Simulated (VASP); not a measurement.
Input:

```yaml
crystal:
  lattice:
    - [4.23395, 0.00000, 0.00000]
    - [0.00000, 4.23395, 0.00000]
    - [0.00000, 0.00000, 4.23395]
  atoms:
    - { symbol: Cu, position: [0.75000, 0.25000, 0.75000] }
    - { symbol: Cu, position: [0.25000, 0.75000, 0.75000] }
    - { symbol: Cu, position: [0.75000, 0.75000, 0.25000] }
    - { symbol: Cu, position: [0.25000, 0.25000, 0.25000] }
    - { symbol: O, position: [0.00000, 0.00000, 0.00000] }
    - { symbol: O, position: [0.50000, 0.50000, 0.50000] }
```

Computed with PBEsol GGA, VASP's PBE PAW potentials (set 64) (plane waves; VASP). Numerical set-up: 520 eV cut-off, 5×5×5 Γ-centred mesh, Gaussian smearing of 0.050 eV, potentials Cu O.

**Question.** What does the run give for the energy per atom (σ→0), band gap (on the k-mesh) with the smallest direct gap where there is one?

**Answer.** 
```
Item                                          Value
-----------------------------------  --------------
band gap (on the k-mesh)                    0.55 eV
smallest direct gap (on the k-mesh)         0.55 eV
energy per atom (σ→0)                -4.994 eV/atom
```

The compound is Cu2O in the cuprite structure. It was relaxed first. The start is the result of an earlier pass.
